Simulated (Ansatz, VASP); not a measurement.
# One calculation of BeSn, two programs

```
Be Sn
1.0
     0.00000    3.39378    3.39378
     3.39378    0.00000    3.39378
     3.39378    3.39378    0.00000
Be Sn
2 2
Direct
  0.00000 0.00000 0.00000
  0.25000 0.25000 0.25000
  0.50000 0.50000 0.50000
  0.75000 0.75000 0.75000
```

Alike in both runs: functional PBE; k mesh 12 × 12 × 12; occupations gaussian, width 0.1 eV; no spin polarisation.

Ansatz relaxed the structure, and its values are those at the end. VASP's run is a single point on that final structure, the one shown.

|  | VASP | Ansatz |
| --- | --- | --- |
| version | VASP 6.6.1 | Ansatz 0.2.0 |
| potentials or method | VASP PAW PBE potentials, release 64 (Be, Sn_d) | scalar-relativistic, plane waves, PAW |
| plane-wave cutoff (eV) | 520 | 420 |
| valence electrons in the cell | 32 | 32 |

```tsv
	VASP	Ansatz	Ansatz less VASP
gap on the k mesh at the Fermi level (eV)	none	none	-
pressure (GPa)	-0.1	0.0	+0.04
```

A gap of «none» marks a metal or a gap that the smearing closes.
